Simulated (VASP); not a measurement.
Molecule: S2SiH2, in a box.

```
S Si H
1.0
    13.00000    0.00000    0.00000
     0.00000   12.00000    0.00000
     0.00000    0.00000   11.00000
S Si H
2 1 2
Cartesian
  5.9126 4.9597 5.0383
  7.9798 7.1008 6.3136
  5.8981 6.9524 5.8173
  4.5986 4.9412 4.7544
  8.4274 5.8895 5.9324
```

Base run:

| Item | Value |
| --- | --- |
| Program | VASP 6.6.1 |
| Functional | PBE |
| Potentials or basis | VASP PAW PBE potentials, release 64 (S, Si, H) |
| Cutoff | 520 eV |
| k mesh | 1 × 1 × 1 |
| Occupations | gaussian, width 0.01 eV |
| Spin | no spin polarisation |

Its results: gap between the frontier levels 3.14 eV; largest force 0.312 eV/Å.

Task: The run is repeated on the same cell with these changes: functional from PBE to LDA; potentials or basis from VASP PAW PBE potentials, release 64 (S, Si, H) to VASP PAW LDA potentials, release 64 (S, Si, H). What comes out?

Result: Gap between the frontier levels 3.09 eV; largest force 0.346 eV/Å.

